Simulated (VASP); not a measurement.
# LiPm3 (Pm-3m) in VASP: a series of runs

Aim: see how the results for LiPm3 move with the level of theory and the settings. Levels: PBE, MS2. Tasks: single point, electron localisation function.

Program: VASP 6.6.1. These are calculated values, not measurements. Logs are shortened: lines on timing, memory, paths and dates and some standing lists are left out, and cuts for length are marked.

### 1 The crystal as given

It takes space group Pm-3m (No. 221, cubic). The conventional cell has a = 4.999 Å, b = 4.999 Å, c = 4.999 Å, α = 90.00°, β = 90.00°, γ = 90.00°. Pm (site symmetry 4/mmm) has 8 Pm at 3.53 Å and 4 Li at 3.53 Å as nearest neighbours. Around Li (site symmetry m-3m) lie 12 Pm at 3.53 Å.

The cell comes from a database or a generator and needn't be the stable form of this composition.

### 2 Single point, PBE, collinear spin, ferromagnetic start

INCAR reads:

```
ALGO = Normal
EDIFF = 1E-6
ENCUT = 600
GGA = PE
ISIF = 2
ISMEAR = 0
ISPIN = 2
LASPH = T
LCHARG = F
LMAXMIX = 6
LORBIT = 11
LREAL = F
LWAVE = F
MAGMOM = 4 4 4 0
NBANDS = 30
NELM = 100
PREC = Accurate
SIGMA = 0.02
```

KPOINTS reads:

```
k-points
0
Gamma
  6 6 6
```

POSCAR reads:

```
LiPm3
1.0
    4.9989420000      0.0000000000      0.0000000000
    0.0000000000      4.9989420000      0.0000000000
    0.0000000000      0.0000000000      4.9989420000
Pm Li
3 1
Cartesian
    0.0000000000      2.4994710000      2.4994710000
    2.4994710000      0.0000000000      2.4994710000
    2.4994710000      2.4994710000      0.0000000000
    0.0000000000      0.0000000000      0.0000000000
```

Potentials or basis: VASP PAW PBE potentials, release 64 (Pm_3, Li_sv), 4f in core.

The run is started by

```bash
$ cat potpaw_PBE.64/Pm_3/POTCAR potpaw_PBE.64/Li_sv/POTCAR > POTCAR
$ mpirun -np 1 vasp_std > vasp.out
```

OUTCAR:

```text
EDIFF = 1E-6
   ENCUT = 600
   GGA = PE
   ISIF = 2
   ISMEAR = 0
   ISPIN = 2
   LASPH = T
   LORBIT = 11
   LREAL = F
   NELM = 100
   PREC = Accurate

 ion  position               nearest neighbor table
   1  0.000  0.500  0.500-   2 3.53   3 3.53   3 3.53   2 3.53   2 3.53   3 3.53   3 3.53   2 3.53

   2  0.500  0.000  0.500-   1 3.53   3 3.53   3 3.53   1 3.53   3 3.53   3 3.53   1 3.53   1 3.53

   3  0.500  0.500  0.000-   1 3.53   2 3.53   1 3.53   2 3.53   2 3.53   2 3.53   1 3.53   1 3.53

   4  0.000  0.000  0.000-

  LATTYP: Found a simple cubic cell.
 ALAT       =     4.9989420000

  Lattice vectors:

 A1 = (   4.9989420000,   0.0000000000,   0.0000000000)
 A2 = (   0.0000000000,   4.9989420000,   0.0000000000)
 A3 = (   0.0000000000,   0.0000000000,   4.9989420000)

Analysis of symmetry for initial positions (statically):
=====================================================================
 Subroutine PRICEL returns:
 Original cell was already a primitive cell.

 Routine SETGRP: Setting up the symmetry group for a
 simple cubic supercell.

 Subroutine GETGRP returns: Found 48 space group operations
 (whereof 48 operations were pure point group operations)
 out of a pool of 48 trial point group operations.

The static configuration has the point symmetry O_h .

Analysis of symmetry for dynamics (positions and initial velocities):
=====================================================================
 Subroutine PRICEL returns:
 Original cell was already a primitive cell.

 Routine SETGRP: Setting up the symmetry group for a
 simple cubic supercell.

 Subroutine GETGRP returns: Found 48 space group operations
 (whereof 48 operations were pure point group operations)
 out of a pool of 48 trial point group operations.

The dynamic configuration has the point symmetry O_h .

Analysis of structural, dynamic, and magnetic symmetry:
=====================================================================
 Subroutine PRICEL returns:
 Original cell was already a primitive cell.

 Routine SETGRP: Setting up the symmetry group for a
 simple cubic supercell.

 Subroutine GETGRP returns: Found 48 space group operations
 (whereof 48 operations were pure point group operations)
 out of a pool of 48 trial point group operations.

The overall configuration has the point symmetry O_h .

 Subroutine INISYM returns: Found 48 space group operations
 (whereof 48 operations are pure point group operations),
 and found     1 'primitive' translations

----------------------------------------------------------------------------------------

                                     Primitive cell

  volume of cell :     124.9207

  direct lattice vectors                    reciprocal lattice vectors
     4.998942000  0.000000000  0.000000000     0.200042329  0.000000000  0.000000000
     0.000000000  4.998942000  0.000000000     0.000000000  0.200042329  0.000000000
     0.000000000  0.000000000  4.998942000     0.000000000  0.000000000  0.200042329

  length of vectors
     4.998942000  4.998942000  4.998942000     0.200042329  0.200042329  0.200042329

  position of ions in fractional coordinates (direct lattice)
     0.000000000  0.500000000  0.500000000
     0.500000000  0.000000000  0.500000000
     0.500000000  0.500000000  0.000000000
     0.000000000  0.000000000  0.000000000

  ion indices of the primitive-cell ions
   primitive index   ion index
                 1           1
                 2           2
                 3           3
                 4           4

----------------------------------------------------------------------------------------

 KPOINTS: k-points

Automatic generation of k-mesh.
 Grid dimensions read from file:
 generate k-points for:    6    6    6

 Generating k-lattice:

  Cartesian coordinates                     Fractional coordinates (reciprocal lattice)
     0.033340388  0.000000000  0.000000000     0.166666667  0.000000000  0.000000000
     0.000000000  0.033340388  0.000000000     0.000000000  0.166666667  0.000000000
     0.000000000  0.000000000  0.033340388     0.000000000  0.000000000  0.166666667

  Length of vectors
     0.033340388  0.033340388  0.033340388

  Shift w.r.t. Gamma in fractional coordinates (k-lattice)
     0.000000000  0.000000000  0.000000000

 Subroutine IBZKPT returns following result:
 ===========================================

 Found     20 irreducible k-points:

 Following reciprocal coordinates:
            Coordinates               Weight
  0.000000  0.000000  0.000000      1.000000
  0.166667  0.000000  0.000000      6.000000
  0.333333  0.000000  0.000000      6.000000
  0.500000  0.000000  0.000000      3.000000
  0.166667  0.166667  0.000000     12.000000
  0.333333  0.166667  0.000000     24.000000
[... 12 lines left out ...]
  0.500000  0.500000  0.333333      6.000000
  0.500000  0.500000  0.500000      1.000000
   k-points           NKPTS =     20   k-points in BZ     NKDIM =     20   number of bands    NBANDS=     30
   number of dos      NEDOS =    301   number of ions     NIONS =      4
   total plane-waves  NPLWV =  64000
   dimension x,y,z NGX =    40 NGY =   40 NGZ =   40
   dimension x,y,z NGXF=    80 NGYF=   80 NGZF=   80
   ions per type =               3   1
   NGX,Y,Z   is equivalent  to a cutoff of  13.30, 13.30, 13.30 a.u.
   NGXF,Y,Z  is equivalent  to a cutoff of  26.60, 26.60, 26.60 a.u.
 SYSTEM =  unknown system
   PREC   = accura    normal or accurate (medium, high low for compatibility)
   ISTART =      0    job   : 0-new  1-cont  2-samecut
   ICHARG =      2    charge: 1-file 2-atom 10-const
   ISPIN  =      2    spin polarized calculation?
   LNONCOLLINEAR =      F non collinear calculations
   LSORBIT =      F    spin-orbit coupling
   LASPH  =      T    aspherical Exc in radial PAW
   ENCUT  =  600.0 eV  44.10 Ry    6.64 a.u.   9.98  9.98  9.98*2*pi/ulx,y,z
   NELM   =    100;   NELMIN=  2; NELMDL= -5     # of ELM steps
   EDIFF  = 0.1E-05   stopping-criterion for ELM
   LREAL  =      F    real-space projection
   EDIFFG = 0.1E-04   stopping-criterion for IOM
   NSW    =      0    number of steps for IOM
   IBRION =     -1    ionic relax: 0-MD 1-quasi-New 2-CG
   NFREE  =      0    steps in history (QN), initial steepest desc. (CG)
   ISIF   =      2    stress and relaxation
   ISYM   =      2    0-nonsym 1-usesym 2-fastsym
   POTIM  = 0.5000    time-step for ionic-motion
   TEBEG  =    0.0;   TEEND  =   0.0 temperature during run
   PSTRESS=    0.0 pullay stress
   NELECT =      36.0000    total number of electrons
   NUPDOWN=      -1.0000    fix difference up-down
   EMIN   =  10.00;   EMAX   =-10.00  energy-range for DOS
   EFERMI =   0.00;   METHOD = LEGACY
   ISMEAR =     0;   SIGMA  =   0.02  broadening in eV -4-tet -1-fermi 0-gaus
   EFERMI_NEDOS =   21; number of points for ismear=-14 and -15
   IALGO  =     38    algorithm
   IMIX   =      4    mixing-type and parameters
     AMIX     =   0.40;   BMIX     =  1.00
     AMIX_MAG =   1.60;   BMIX_MAG =  1.00
  volume/ion in A,a.u.               =      31.23       210.75
  Fermi-wavevector in a.u.,A,eV,Ry     =   1.081345  2.043446 15.909385  1.169307
  Thomas-Fermi vector in A             =   2.217359
   LORBIT       =     11    0 simple, 1 ext, 2 COOP (PROOUT), +10 PAW based schemes
   GGA     = PE    functional components
   LHFCALC =     F    Hartree Fock is set to
   AEXX    =    0.0000 exact exchange contribution
   IVDW    =     0    specifies the selected vdW correction
   LEPSILON=     F    determine dielectric tensor
   LRPA    =     F    only Hartree local field effects (RPA)
 spin polarized calculation
 Gauss-broadening in eV      SIGMA  =   0.02
  energy-cutoff  :      600.00
  volume of cell :      124.92
 maximum number of plane-waves:      4224
 NGX is ok and might be reduce to    40
   NGX = 19   NGY = 19   NGZ = 19

 number of electron      36.0000013 magnetization      -0.0037212

 number of electron      36.0000013 magnetization       0.0003229

 Free energy of the ion-electron system (eV)
  ---------------------------------------------------
  ext. energy  EPLUGINS =         0.00000000
  ---------------------------------------------------
  free energy    TOTEN  =       -15.32173225 eV

  energy without entropy =      -15.32156132  energy(sigma->0) =      -15.32164678

 E-fermi :   2.5877     XC(G=0):  -9.2358

 val. band max:        2.5583595665   @ k =   0.5000   0.1667   0.0000
 cond. band min:       2.6137542378   @ k =   0.3333   0.3333   0.3333
 fundamental gap:      0.0553946713
 Fermi energy:         2.5877309502

 spin component 1

 k-point     1 :       0.0000    0.0000    0.0000
  band No.  band energies     occupation
      1     -43.0872      1.00000
      2     -36.9658      1.00000
      3     -36.8128      1.00000
      4     -36.8128      1.00000
      5     -17.6021      1.00000
      6     -17.6021      1.00000
[... 22 lines left out ...]
     29       8.7413      0.00000
     30       9.3190      0.00000

 k-point     2 :       0.1667    0.0000    0.0000
  band No.  band energies     occupation
      1     -43.0871      1.00000
      2     -36.9568      1.00000
      3     -36.8219      1.00000
      4     -36.8127      1.00000
      5     -17.5720      1.00000
      6     -17.5720      1.00000
[... 22 lines left out ...]
     29       8.1337      0.00000
     30       8.4473      0.00000

 k-point     3 :       0.3333    0.0000    0.0000
  band No.  band energies     occupation
      1     -43.0871      1.00000
      2     -36.9336      1.00000
      3     -36.8453      1.00000
      4     -36.8125      1.00000
      5     -17.4987      1.00000
      6     -17.4987      1.00000
[... 527 lines left out ...]
      6     -17.5340      1.00000
[... 22 lines left out ...]
     29       6.5377      0.00000
     30       8.1818      0.00000

 k-point    20 :       0.5000    0.5000    0.5000
  band No.  band energies     occupation
      1     -43.0872      1.00000
      2     -36.8629      1.00000
      3     -36.8629      1.00000
      4     -36.8629      1.00000
      5     -17.8914      1.00000
      6     -17.5333      1.00000
[... 22 lines left out ...]
     29       6.4614      0.00000
     30       8.7127      0.00000
 Fermi energy:         2.5877309502

 spin component 2

 k-point     1 :       0.0000    0.0000    0.0000
  band No.  band energies     occupation
      1     -43.0872      1.00000
      2     -36.9657      1.00000
      3     -36.8127      1.00000
      4     -36.8127      1.00000
      5     -17.6019      1.00000
      6     -17.6019      1.00000
[... 22 lines left out ...]
     29       8.7411      0.00000
     30       9.3193      0.00000

 k-point     2 :       0.1667    0.0000    0.0000
  band No.  band energies     occupation
      1     -43.0872      1.00000
      2     -36.9567      1.00000
      3     -36.8217      1.00000
      4     -36.8126      1.00000
      5     -17.5718      1.00000
      6     -17.5718      1.00000
[... 22 lines left out ...]
     29       8.1336      0.00000
     30       8.4475      0.00000

 k-point     3 :       0.3333    0.0000    0.0000
  band No.  band energies     occupation
      1     -43.0871      1.00000
      2     -36.9335      1.00000
      3     -36.8451      1.00000
      4     -36.8123      1.00000
      5     -17.4986      1.00000
      6     -17.4986      1.00000
[... 550 lines left out ...]
     29       6.5377      0.00000
     30       8.1820      0.00000

 k-point    20 :       0.5000    0.5000    0.5000
  band No.  band energies     occupation
      1     -43.0872      1.00000
      2     -36.8628      1.00000
      3     -36.8628      1.00000
      4     -36.8628      1.00000
      5     -17.8912      1.00000
      6     -17.5332      1.00000
[... 22 lines left out ...]
     29       6.4613      0.00000
     30       8.7129      0.00000

------------------------ aborting loop because EDIFF is reached ----------------------------------------

  FORCE on cell =-STRESS in cart. coord.  units (eV):
  Direction    XX          YY          ZZ          XY          YZ          ZX
  --------------------------------------------------------------------------------------
  -------------------------------------------------------------------------------------
  Total       -0.0827752     -0.0827752     -0.0827752     -0.0000000      0.0000000     -0.0000000
  in kB       -1.0616377     -1.0616377     -1.0616377     -0.0000000      0.0000000     -0.0000000
  external PRESSURE =      -1.0616377 kB  Pullay stress =       0.0000000 kB

 VOLUME and BASIS-vectors are now :
 -----------------------------------------------------------------------------
  energy-cutoff  :      600.00
  volume of cell :      124.92
      direct lattice vectors                 reciprocal lattice vectors
     4.998942000  0.000000000  0.000000000     0.200042329  0.000000000  0.000000000
     0.000000000  4.998942000  0.000000000     0.000000000  0.200042329  0.000000000
     0.000000000  0.000000000  4.998942000     0.000000000  0.000000000  0.200042329

 POSITION                                       TOTAL-FORCE (eV/Angst)
 -----------------------------------------------------------------------------------
      0.00000      2.49947      2.49947         0.000000      0.000000      0.000000
      2.49947      0.00000      2.49947         0.000000      0.000000      0.000000
      2.49947      2.49947      0.00000         0.000000      0.000000      0.000000
      0.00000      0.00000      0.00000         0.000000      0.000000      0.000000
 -----------------------------------------------------------------------------------
    total drift:                               -0.000000     -0.000000     -0.000000

  FREE ENERGIE OF THE ION-ELECTRON SYSTEM (eV)
  ---------------------------------------------------
  free  energy   TOTEN  =       -15.3217322450 eV

  energy  without entropy=      -15.3215613172  energy(sigma->0) =      -15.32164678

 total charge

# of ion       s       p       d       tot
------------------------------------------
    1        2.265   6.055   1.129   9.450
    2        2.265   6.055   1.129   9.450
    3        2.265   6.055   1.129   9.450
    4        2.036   0.047   0.000   2.083
--------------------------------------------------
tot          8.833  18.212   3.388  30.432

 magnetization (x)

# of ion       s       p       d       tot
------------------------------------------
    1        0.000  -0.000   0.000   0.000
    2        0.000  -0.000   0.000   0.000
    3        0.000  -0.000   0.000   0.000
    4        0.000  -0.000   0.000  -0.000
--------------------------------------------------
tot          0.000  -0.000   0.000   0.000
```

Wall time 92 s (1 thread of Intel Xeon 6975P-C (Granite Rapids), shared host); peak memory 0.36 GiB.

Results:

- Free energy: -15.3217 eV
- Pressure: -0.1 GPa
- Band gap on the k mesh: none (metal or under the smearing width)
- Net moment: 0.00 μB per cell
- Valence electrons inside the program's atomic spheres: Pm 9.45; Li 2.08

Caveat: the cutoff is under 1.25 times the usual one of these potentials, so pressure, stress and relaxed cells hold a basis-set (Pulay) error; the magnetic or orbital state may not be the lowest; spin-orbit coupling is left out, which moves the levels of the heavy elements; the 4f electrons are frozen in the core as for a trivalent ion, so they carry no moment and show no levels.

### 3 Single point, PBE, collinear spin, ferromagnetic start

run.py reads:

```python
from ase.calculators.vasp import Vasp
from ase.dft.bandgap import bandgap
from ase.io import read

atoms = read('LiPm3.cif', primitive_cell=True, subtrans_included=False)
atoms.set_initial_magnetic_moments([4.0, 4.0, 4.0, 0.0])
calc = Vasp(
    directory='calc',
    xc='pbe',
    pp='PBE',
    setups={'base': 'minimal', 'Pm': '_3', 'Li': '_sv'},
    prec='Accurate',
    encut=600,
    ediff=1e-06,
    ismear=0,
    sigma=0.02,
    lreal=False,
    lasph=True,
    nelm=150,
    algo='Fast',
    isif=2,
    lwave=False,
    lcharg=False,
    ispin=2,
    lorbit=11,
    lmaxmix=6,
    kpts=[6, 6, 6],
    gamma=True,
)
atoms.calc = calc

print('energy (eV):', atoms.get_potential_energy())
print('free energy (eV):', atoms.get_potential_energy(force_consistent=True))
print('forces (eV/A):')
print(atoms.get_forces())
print('stress (eV/A^3, Voigt):', atoms.get_stress())
print('Fermi level (eV):', calc.get_fermi_level())
print('moment (muB):', atoms.get_magnetic_moment())
print('site moments (muB):', atoms.get_magnetic_moments())
gap, top, bottom = bandgap(calc)
print('band gap (eV):', gap, 'from (spin, k, band)', top, 'to', bottom)
```

LiPm3.cif reads:

```cif
data_LiPm3
_cell_length_a 4.99894200
_cell_length_b 4.99894200
_cell_length_c 4.99894200
_cell_angle_alpha 90.00000000
_cell_angle_beta 90.00000000
_cell_angle_gamma 90.00000000
_space_group_name_H-M_alt 'Pm-3m'
_space_group_name_Hall '-P 4 2 3'
_space_group_IT_number 221
loop_
_space_group_symop_operation_xyz
'x,y,z'
'-x,-y,-z'
'-y,x,z'
'y,-x,-z'
'-x,-y,z'
'x,y,-z'
'y,-x,z'
'-y,x,-z'
'x,-y,-z'
'-x,y,z'
'-y,-x,-z'
'y,x,z'
'-x,y,-z'
'x,-y,z'
'y,x,-z'
'-y,-x,z'
'z,x,y'
'-z,-x,-y'
'z,-y,x'
'-z,y,-x'
'z,-x,-y'
'-z,x,y'
'z,y,-x'
'-z,-y,x'
'-z,x,-y'
'z,-x,y'
'-z,-y,-x'
'z,y,x'
'-z,-x,y'
'z,x,-y'
'-z,y,x'
'z,-y,-x'
'y,z,x'
'-y,-z,-x'
'x,z,-y'
'-x,-z,y'
'-y,z,-x'
'y,-z,x'
'-x,z,y'
'x,-z,-y'
'-y,-z,x'
'y,z,-x'
'-x,-z,-y'
'x,z,y'
'y,-z,-x'
'-y,z,x'
'x,-z,y'
'-x,z,-y'
loop_
_atom_site_label
_atom_site_type_symbol
_atom_site_symmetry_multiplicity
_atom_site_Wyckoff_symbol
_atom_site_fract_x
_atom_site_fract_y
_atom_site_fract_z
_atom_site_occupancy
Pm1 Pm 3 c 0.0000000000 0.5000000000 0.5000000000 1
Li1 Li 1 a 0.0000000000 0.0000000000 0.0000000000 1
```

Potentials or basis: VASP PAW PBE potentials, release 64 (Pm_3, Li_sv), 4f in core.

The run is started by

```bash
$ python run.py
```

Run time: 3.2 min. Hardware: 1 thread of Intel Xeon 6975P-C (Granite Rapids), shared host; peak memory 0.36 GiB.

It converged, with:

```
Free energy                                           : -15.3217 eV
Pressure                                              : -0.1 GPa
Band gap on the k mesh                                : none (metal or under the smearing width)
Net moment                                            : 0.00 μB per cell
Valence electrons inside the program's atomic spheres : Pm 9.45; Li 2.08
```

Levels at points of the mesh, in eV from the Fermi level:
Spin up:
| k point | band 16 | band 17 | band 18 | band 19 | band 20 | band 21 |
| --- | --- | --- | --- | --- | --- | --- |
| (0.00, 0.00, 0.00) | -0.85 | -0.85 | -0.66 | -0.66 | -0.66 | 2.66 |
| (0.50, 0.00, 0.00) | -1.14 | -0.24 | 0.05 | 0.05 | 0.68 | 1.45 |
| (0.50, 0.50, 0.00) | -0.78 | -0.27 | -0.20 | 0.41 | 0.41 | 0.51 |
| (0.50, 0.50, 0.50) | -1.34 | -1.34 | 1.19 | 1.19 | 1.19 | 1.45 |
Spin down:
| k point | band 14 | band 15 | band 16 | band 17 | band 18 | band 19 | band 20 | band 21 | band 22 | band 23 |
| --- | --- | --- | --- | --- | --- | --- | --- | --- | --- | --- |
| (0.00, 0.00, 0.00) | -3.92 | -2.25 | -0.85 | -0.85 | -0.66 | -0.66 | -0.66 | 2.66 | 2.66 | 2.66 |
| (0.50, 0.00, 0.00) | -2.44 | -1.73 | -1.14 | -0.24 | 0.05 | 0.05 | 0.68 | 1.45 | 1.45 | 1.88 |
| (0.50, 0.50, 0.00) | -1.20 | -1.20 | -0.78 | -0.27 | -0.20 | 0.41 | 0.41 | 0.51 | 1.55 | 1.55 |
| (0.50, 0.50, 0.50) | -1.95 | -1.33 | -1.33 | -1.33 | 1.19 | 1.19 | 1.19 | 1.45 | 1.45 | 1.45 |

Caveat: the cutoff is under 1.25 times the usual one of these potentials, so pressure, stress and relaxed cells hold a basis-set (Pulay) error; the magnetic or orbital state may not be the lowest; spin-orbit coupling is left out, which moves the levels of the heavy elements; the 4f electrons are frozen in the core as for a trivalent ion, so they carry no moment and show no levels.

(Part 1 of 2 ends here.)
